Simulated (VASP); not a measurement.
An input for Quantum ESPRESSO's pw.x (written as the equivalent of a VASP run, and not itself run):

```
&CONTROL
  calculation = 'vc-relax'
  pseudo_dir = './pseudo'
  outdir = './out'
  tprnfor = .true.
  tstress = .true.
  nstep = 60
  forc_conv_thr = 0.00078
/
&SYSTEM
  ibrav = 0
  nat = 8
  ntyp = 3
  ecutwfc = 80
  occupations = 'smearing'
  smearing = 'gaussian'
  degauss = 0.003675
  input_dft = 'pbesol'
/
&ELECTRONS
  conv_thr = 7.3e-08
  electron_maxstep = 100
/
&IONS
/
&CELL
/
ATOMIC_SPECIES
  In 114.818 In.upf
  Sb 121.760 Sb.upf
  Al 26.982 Al.upf
CELL_PARAMETERS angstrom
     0.0054161    6.2611911    6.2355400
     6.2611911    0.0054161    6.2355400
     3.1333036    3.1333036   -0.0000000
ATOMIC_POSITIONS crystal
  In   0.9996081  0.9996081  0.0007839
  Sb   0.1333448  0.1333448  0.2333103
  Sb   0.1289687  0.6127052  0.2583261
  Sb   0.6127052  0.1289687  0.2583261
  Sb   0.6249662  0.6249662  0.2500676
  Al   0.9997823  0.5004669  0.9997508
  Al   0.5004669  0.9997823  0.9997508
  Al   0.5001579  0.5001579  0.9996843
K_POINTS automatic
  3 3 6 0 0 0
```

### Question
Translate this input to VASP (INCAR, KPOINTS, POSCAR, choice of POTCAR).

### Answer
One answer among several that fit: 
**INCAR**
```
! general
SYSTEM =Al3InSb4
PREC   =Accurate
ENCUT  =400
LREAL  =.FALSE.
LASPH  =.TRUE.

! electronic loop
EDIFF  =1E-6
NELM   =100
ALGO   =Normal
LMAXMIX=4

! smearing
ISMEAR =0
SIGMA  =0.05

! functional
GGA    =PS

! ions
IBRION =2
NSW    =60
ISIF   =3
EDIFFG =-0.02

! output
LWAVE  =.FALSE.
LCHARG =.FALSE.
```

**POSCAR**
```
Al3InSb4
1
    0.0054161010     6.2611911323     6.2355399757
    6.2611911323     0.0054161010     6.2355399757
    3.1333036166     3.1333036166    -0.0000000000
In Sb Al
1 4 3
Direct
  0.9996080574   0.9996080574   0.0007838851
  0.1333448252   0.1333448252   0.2333103496
  0.1289687137   0.6127052033   0.2583260830
  0.6127052033   0.1289687137   0.2583260830
  0.6249661764   0.6249661764   0.2500676472
  0.9997823042   0.5004668620   0.9997508339
  0.5004668620   0.9997823042   0.9997508339
  0.5001578578   0.5001578578   0.9996842844
```

**KPOINTS**
```
Automatic mesh
0
Gamma
3 3 6
0 0 0
```

POTCAR, in this order: In_d Sb Al (PBE.64 set). Program: vasp_std.

Limits of the translation: the potentials are each code's own (VASP's PAW set, PseudoDojo norm-conserving files in pw.x), so ENCUT and ecutwfc are chosen apart and not converted; conv_thr bounds pw.x's estimated SCF error, while EDIFF bounds the energy change between steps; forc_conv_thr acts on force components and is met together with etot_conv_thr.

The structure was generated: Al3InSb4 was put into an ordered model structure (Amm2), which need not be its known phase. This run relaxes it. Symmetry was kept, so distortions that lower it aren't found. The start is the result of an earlier pass.
